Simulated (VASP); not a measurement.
Consider the following.

```xyz
4
Lattice="4.0683 0.0000 0.0000 0.0000 4.0683 0.0000 0.0000 0.0000 4.0683" Properties=species:S:1:pos:R:3 pbc="T T T"
Sc     0.0000     0.0000     0.0000
F      2.0342     0.0000     0.0000
F      0.0000     2.0342     0.0000
F      0.0000     0.0000     2.0342
```

Calculation: HSE06 screened hybrid, VASP's PBE PAW potentials (set 64) (plane waves; VASP). Settings: 500 eV cut-off, 4×4×4 Γ-centred mesh, Gaussian smearing of 0.050 eV, potentials Sc_sv F.

Problem. Estimate the energy per atom (σ→0), pressure, band gap (over the mesh, the named points and PBE's band edges) with the smallest direct gap where there is one.

Solution. 
```json
{
 "band gap (over the mesh, the named points and PBE's band edges)": "8.65 eV",
 "smallest direct gap (over the mesh, the named points and PBE's band edges)": "9.14 eV",
 "energy per atom (σ→0)": "-8.517 eV/atom",
 "pressure": "-1.81 GPa"
}
```

Total energies compare only between runs with the same potentials, cut-off and functional.

The structure comes from a measured ScF3 entry (Pm-3m) of the Crystallography Open Database, whose conditions weren't checked. It was relaxed first.
